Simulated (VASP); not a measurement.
Here is the system:

```yaml
crystal:
  lattice:
    - [-2.62470, 2.62470, 5.20723]
    - [2.62470, -2.62470, 5.20723]
    - [2.62470, 2.62470, -5.20723]
  atoms:
    - { symbol: Ga, position: [0.50000, 0.50000, 0.00000] }
    - { symbol: Ga, position: [0.25000, 0.75000, 0.50000] }
    - { symbol: Cu, position: [0.00000, 0.00000, 0.00000] }
    - { symbol: Cu, position: [0.75000, 0.25000, 0.50000] }
    - { symbol: Se, position: [0.87500, 0.88451, 0.50951] }
    - { symbol: Se, position: [0.11549, 0.62500, 0.99049] }
    - { symbol: Se, position: [0.37500, 0.36549, 0.49049] }
    - { symbol: Se, position: [0.63451, 0.12500, 0.00951] }
```

These are PBEsol GGA, VASP's PBE PAW potentials (set 64) (plane waves; VASP) values and carry that method's errors. Numerical set-up: 500 eV cut-off, 6×6×6 Γ-centred mesh, Gaussian smearing of 0.050 eV, potentials Ga_d Cu Se.

What does the run give for the energy per atom (σ→0), pressure, band gap (on the k-mesh) with the smallest direct gap where there is one?

The band gap (on the k-mesh) is 1.02 eV. The smallest direct gap (on the k-mesh) comes out as 1.02 eV. The energy per atom (σ→0) comes out as -4.112 eV/atom and the pressure is 199.1 kbar.

The absolute energy has meaning only against runs of the same code, potentials and settings.

The compound is CuGaSe2 in the chalcopyrite structure. It was relaxed first under an external pressure of 20 GPa.
